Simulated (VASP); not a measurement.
Consider the following.

```
CELL_PARAMETERS angstrom
      0.00000     3.16078     3.16078
      3.16078     0.00000     3.16078
      3.16078     3.16078     0.00000
ATOMIC_POSITIONS crystal
  Mg 0.25000 0.25000 0.25000
  Mg 0.75000 0.75000 0.75000
  Si 0.00000 0.00000 0.00000
```

Computed with PBEsol GGA, VASP's PBE PAW potentials (set 64) (plane waves; VASP). Numerical set-up: 400 eV cut-off, 14×14×14 Γ-centred mesh, Gaussian smearing of 0.010 eV, potentials Mg Si.

**Question.** Give the direction-averaged independent-particle dielectric function (no local fields, no excitons; a broadening of 0.1 eV leaves a tail below the gap, and fine structure carries the noise of the k-mesh).

**Answer.** 
```json
[
 {"ħω (eV)": "0.00", "ε₁": "16.98", "ε₂": "0.00"},
 {"ħω (eV)": "0.20", "ε₁": "17.06", "ε₂": "0.09"},
 {"ħω (eV)": "0.40", "ε₁": "17.32", "ε₂": "0.18"},
 {"ħω (eV)": "0.60", "ε₁": "17.77", "ε₂": "0.28"},
 {"ħω (eV)": "0.80", "ε₁": "18.46", "ε₂": "0.41"},
 {"ħω (eV)": "1.00", "ε₁": "19.45", "ε₂": "0.59"},
 {"ħω (eV)": "1.20", "ε₁": "20.84", "ε₂": "0.84"},
 {"ħω (eV)": "1.40", "ε₁": "22.86", "ε₂": "1.25"},
 {"ħω (eV)": "1.60", "ε₁": "25.93", "ε₂": "2.01"},
 {"ħω (eV)": "1.80", "ε₁": "31.05", "ε₂": "3.99"},
 {"ħω (eV)": "2.00", "ε₁": "37.97", "ε₂": "11.63"},
 {"ħω (eV)": "2.20", "ε₁": "41.38", "ε₂": "26.07"},
 {"ħω (eV)": "2.40", "ε₁": "27.71", "ε₂": "39.47"},
 {"ħω (eV)": "2.60", "ε₁": "18.21", "ε₂": "46.32"},
 {"ħω (eV)": "2.80", "ε₁": "3.41", "ε₂": "45.00"},
 {"ħω (eV)": "3.00", "ε₁": "-14.52", "ε₂": "39.08"},
 {"ħω (eV)": "3.20", "ε₁": "-14.31", "ε₂": "27.42"},
 {"ħω (eV)": "3.40", "ε₁": "-15.96", "ε₂": "19.52"},
 {"ħω (eV)": "3.60", "ε₁": "-14.40", "ε₂": "14.08"},
 {"ħω (eV)": "3.80", "ε₁": "-11.01", "ε₂": "11.53"},
 {"ħω (eV)": "4.00", "ε₁": "-9.36", "ε₂": "9.65"},
 {"ħω (eV)": "4.20", "ε₁": "-9.49", "ε₂": "9.71"},
 {"ħω (eV)": "4.40", "ε₁": "-8.75", "ε₂": "7.24"},
 {"ħω (eV)": "4.60", "ε₁": "-8.34", "ε₂": "6.34"},
 {"ħω (eV)": "4.80", "ε₁": "-7.31", "ε₂": "6.13"},
 {"ħω (eV)": "5.00", "ε₁": "-8.21", "ε₂": "4.89"},
 {"ħω (eV)": "5.20", "ε₁": "-6.93", "ε₂": "3.18"},
 {"ħω (eV)": "5.40", "ε₁": "-5.82", "ε₂": "2.91"},
 {"ħω (eV)": "5.60", "ε₁": "-4.94", "ε₂": "2.79"},
 {"ħω (eV)": "5.80", "ε₁": "-5.13", "ε₂": "2.73"},
 {"ħω (eV)": "6.00", "ε₁": "-4.67", "ε₂": "2.06"},
 {"ħω (eV)": "6.20", "ε₁": "-3.98", "ε₂": "1.96"},
 {"ħω (eV)": "6.40", "ε₁": "-4.13", "ε₂": "1.92"},
 {"ħω (eV)": "6.60", "ε₁": "-3.67", "ε₂": "1.48"},
 {"ħω (eV)": "6.80", "ε₁": "-3.37", "ε₂": "1.26"},
 {"ħω (eV)": "7.00", "ε₁": "-3.14", "ε₂": "1.08"},
 {"ħω (eV)": "7.20", "ε₁": "-2.85", "ε₂": "0.93"},
 {"ħω (eV)": "7.40", "ε₁": "-2.55", "ε₂": "0.80"},
 {"ħω (eV)": "7.60", "ε₁": "-2.29", "ε₂": "0.78"},
 {"ħω (eV)": "7.80", "ε₁": "-2.15", "ε₂": "0.82"}
]
```
ε₂ peaks at 2.7 eV (height 47.7); ε₁(0) averages 16.98, so the electronic refractive index below the gap tends to √16.98 = 4.12.

The compound is Mg2Si in the antifluorite structure. It was relaxed first.
